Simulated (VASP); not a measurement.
Consider the following.

```yaml
crystal:
  lattice:
    - [1.98564, -3.43924, 0.00000]
    - [1.98564, 3.43924, 0.00000]
    - [0.00000, 0.00000, 5.16129]
  atoms:
    - { symbol: Ni, position: [0.00000, 0.00000, 0.50000] }
    - { symbol: Ni, position: [0.00000, 0.00000, 0.00000] }
    - { symbol: Sb, position: [0.33333, 0.66667, 0.25000] }
    - { symbol: Sb, position: [0.66667, 0.33333, 0.75000] }
```

Computed with PBE GGA, VASP's PBE PAW potentials (set 64) (plane waves; VASP). Numerical set-up: 480 eV cut-off, 8×8×6 Γ-centred mesh, first-order Methfessel-Paxton smearing of 0.10 eV, potentials Ni Sb.

Unless said otherwise, spin-orbit coupling is left out, though it shifts the bands of the heavy elements here.

Task: Predict the energy per atom (σ→0), band gap (on the k-mesh) with the smallest direct gap where there is one.

Result: 
The band gap (on the k-mesh) is none (metal, semimetal or under 0.01 eV) and the energy per atom (σ→0) is -5078 meV/atom.

Only differences to runs with the same potentials and settings are physical.

The compound is NiSb in the NiAs type structure. It was relaxed first. The run is not spin-polarised, so no magnetic state was tried.
